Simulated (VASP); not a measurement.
A run of VASP 6.6.1 is set up as follows.

File INCAR:

```
SYSTEM = CaInAu
  PREC = Accurate
  ENCUT = 520
  EDIFF = 1E-6
  ISMEAR = -1
  SIGMA = 0.1
  LREAL = .FALSE.
  LASPH = .TRUE.
  NELM = 100
  ALGO = Fast
  ISIF = 2
  LWAVE = .FALSE.
  LCHARG = .FALSE.
  GGA = PE
  NBANDS = 80
```

KPOINTS

```
regular mesh
0
G
  2 3 3
  0 0 0
```

The input POSCAR:

```
CaInAu
1.0
    8.0082670000     -0.3582940000     -0.2095930000
    0.6104070000      6.2493640000      1.2532340000
   -0.2931840000     -0.8006070000      6.0475100000
In Ca Au
4 4 4
Direct
    0.2471923638      0.7507159397      0.7958644217
    0.2331466633      0.4359932779      0.1484019554
    0.8830658218      0.7146258094      0.5164963850
    0.1762911735      0.9194291855      0.2854241630
    0.5257863665      0.7185798454      0.3236355869
    0.8544814112      0.7435422752     -0.0013005580
    0.8736511219      0.2229357957      0.3718928023
    0.0071514114      0.1847406089      0.8277169734
    0.5461801821      0.5452204572      0.8282515826
    0.6793734023      0.1523206417      0.0047860198
    0.2726699811      0.3521090818      0.5680762242
    0.5664079775      0.1854386576      0.4745837736
```

Potentials or basis: VASP PAW PBE potentials, release 64 (In_d, Ca_sv, Au).

Run with:

```sh
$ cat potpaw_PBE.64/In_d/POTCAR potpaw_PBE.64/Ca_sv/POTCAR potpaw_PBE.64/Au/POTCAR > POTCAR
$ mpirun -np 1 vasp_std > vasp.out
```

(1) Predict the band gap on the k mesh.

(2) What does it give for the pressure?

Results:

(1) none (metal or under the smearing width).

(2) 3.9 GPa.

Caveat: the k mesh is coarse (spacing up to 0.39 Å⁻¹), so the values aren't converged.
